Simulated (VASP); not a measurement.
**Mg6MnAl: equation of state with PBE**

The system is Mg6MnAl.

```
CELL_PARAMETERS angstrom
4.87302 0.00000 0.00000
0.00000 3.12181 5.37019
0.00000 -3.12181 5.37019
ATOMIC_POSITIONS crystal
Mn 0.50000 0.67446 0.67446
Al 0.00000 0.82284 0.82284
Mg 0.50000 0.16650 0.16650
Mg 0.50000 0.66937 0.16072
Mg 0.50000 0.16072 0.66937
Mg 0.00000 0.33260 0.33260
Mg 0.00000 0.82899 0.34453
Mg 0.00000 0.34453 0.82899
```

The cell comes from a database or a generator and needn't be the stable form of this composition.

```
Program                : VASP 6.6.1
Task                   : equation of state
Functional             : PBE
Potentials or basis    : VASP PAW PBE potentials, release 64 (Mn_pv, Al, Mg)
Cutoff                 : 520 eV
k mesh                 : 6 × 5 × 5
Occupations            : fermi-dirac, width 0.05 eV
Spin                   : collinear spin, ferromagnetic start
Starting moments       : [4.0, 0.0, 0.0, 0.0, 0.0, 0.0, 0.0, 0.0] μB
Further INCAR settings : ALGO = Normal; EDIFF = 1e-07; NBANDS = 28
```

- Equilibrium volume: 20.23 Å³/atom
- Bulk modulus at fixed shape and positions: 43 GPa
- Pressure derivative of the bulk modulus: 4.1

Energy against volume, from the lowest point:
```csv
volume (Å³/atom),energy (meV/atom)
19.198,7.52
19.607,2.49
20.015,0.07
20.424,0.00
20.832,2.05
21.241,6.01
```

All runs of the series together: 56 min on 1 thread of Intel(R) Xeon(R) Platinum 8175M CPU @ 2.50GHz (Skylake/Cascade Lake), on a shared host.

Caveat: the cell was scaled at fixed shape and fractional positions, which overstates the stiffness of a crystal with free parameters, most of all of layers and chains.
